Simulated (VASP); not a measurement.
A snapshot from molecular dynamics of Ag, step 31; the first frame, the perfect lattice, has an electronic free energy F (no ionic kinetic energy) of -3.061 eV/atom. The Γ point alone samples so small a cell crudely.

Given:

```xyz
27
Lattice="0.0000 6.1350 6.1350 6.1350 0.0000 6.1350 6.1350 6.1350 0.0000" Properties=species:S:1:pos:R:3 pbc="T T T"
Ag     6.1993     0.1971     6.2640
Ag     8.1916     8.1301    12.1919
Ag    10.2446    10.3792    12.0870
Ag     8.0080     5.9925     2.1098
Ag     3.8402     8.0642     7.8864
Ag     5.7639     3.9051     2.2696
Ag     4.3583     6.1522    10.2905
Ag     6.4018     8.0992    10.3959
Ag     8.1823    10.3169     9.9803
Ag     6.2310     2.1826     8.2003
Ag     2.0072     3.9931     2.1070
Ag    10.2463     6.2294     7.9836
Ag     2.1371     1.8395     3.8058
Ag     4.0367     3.9023     4.2088
Ag     6.2203     5.9696     4.1283
Ag     9.9896     8.2181     6.2167
Ag     6.4086     4.1486     5.9780
Ag     8.2211     6.3082     6.2594
Ag     6.0398     4.2380    10.2470
Ag     2.1698     6.0226     4.0378
Ag     4.1235     8.2233     4.1199
Ag     8.0690    10.1523     6.2837
Ag     4.0543     6.1883     6.0303
Ag     6.0364     8.1471     5.9753
Ag    10.2533    10.2220     8.2548
Ag     6.0796     6.2990     8.2518
Ag     8.2666     8.2598     8.4862
```

Level of theory: PBE GGA, VASP's PBE PAW potentials (set 64) (plane waves; VASP). Run with PREC = Normal, LREAL = Auto, ISYM = 0, EDIFF = 1E-5, 300 eV cut-off, 1×1×1 Γ-centred mesh, Fermi-Dirac smearing of 0.10 eV, potentials Ag.

Problem. Give F per atom of this frame and the forces (eV/Å).

Solution. -2.927 eV/atom.
```tsv
atom	Fx	Fy	Fz
Ag1	-0.29	-1.06	-0.26
Ag2	0.50	0.48	0.26
Ag3	-0.54	-0.72	1.22
Ag4	0.59	0.53	-1.53
Ag5	1.33	0.35	1.01
Ag6	0.90	0.15	-1.21
Ag7	-1.63	1.40	-0.20
Ag8	-1.76	0.40	-0.94
Ag9	0.46	-0.32	2.09
Ag10	-0.98	-0.46	-0.14
Ag11	0.57	1.13	-0.30
Ag12	0.21	-0.59	1.39
Ag13	-0.22	0.62	1.85
Ag14	-0.25	0.31	0.26
Ag15	-1.13	1.18	-0.30
Ag16	1.24	0.55	-0.32
Ag17	-0.92	-0.26	1.15
Ag18	-0.96	-0.63	-0.46
Ag19	1.70	-1.02	-0.17
Ag20	-0.31	-0.21	0.04
Ag21	0.25	-0.17	-0.26
Ag22	-0.21	0.19	-0.35
Ag23	0.34	-1.27	0.21
Ag24	0.69	0.18	0.63
Ag25	0.41	0.48	-0.87
Ag26	0.56	-0.31	-0.90
Ag27	-0.55	-0.93	-1.89
```

The cell is a supercell, built from Ag (fcc). Its lattice is the typed one, not relaxed at this level.
